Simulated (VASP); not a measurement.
Input:

```yaml
crystal:
  lattice:
    - [0.00000, 2.27656, 2.27656]
    - [2.27656, 0.00000, 2.27656]
    - [2.27656, 2.27656, 0.00000]
  atoms:
    - { symbol: Hf, position: [0.00000, 0.00000, 0.00000] }
    - { symbol: C, position: [0.50000, 0.50000, 0.50000] }
```

These are optB88-vdW, VASP's PBE PAW potentials (set 64) (plane waves; VASP) values and carry that method's errors. Settings: 520 eV cut-off, 14×14×14 Γ-centred mesh, first-order Methfessel-Paxton smearing of 0.10 eV, potentials Hf_pv C.

Give the stress tensor in GPa (positive for a compressed cell).

```
16.91   0.00   0.00
 0.00  16.91   0.00
 0.00   0.00  16.91
```
The pressure is its mean diagonal, 16.91 GPa.

The compound is HfC in the rock salt structure. This cell is one point of a volume scan, at 0.94 of the reference volume.
